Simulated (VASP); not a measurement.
Energy against volume of HfN (rock salt). Computed with rev-vdW-DF2, VASP's PBE PAW potentials (set 64) (plane waves; VASP). Numerical set-up: 520 eV cut-off, 14×14×14 Γ-centred mesh, first-order Methfessel-Paxton smearing of 0.10 eV, potentials Hf_pv N.

| V (Å³/atom) | E (eV/atom) |
|---|---|
| 11.166 | -9.37973 |
| 11.511 | -9.38959 |
| 11.857 | -9.38122 |
| 12.202 | -9.35730 |

Task: Fit these four points and predict the energy of the run at 10.821 Å³/atom.

Result: A cubic in V^(−2/3), the third-order Birch-Murnaghan form, passes through the four points with V0 = 11.52 Å³/atom and B0 = 281 GPa, and gives -9.3486 eV/atom there. The run gave -9.3484 eV/atom, +0.1 meV/atom from the fit; all five points give B0 = 281 GPa.

The compound is HfN in the rock salt structure. It was relaxed first.
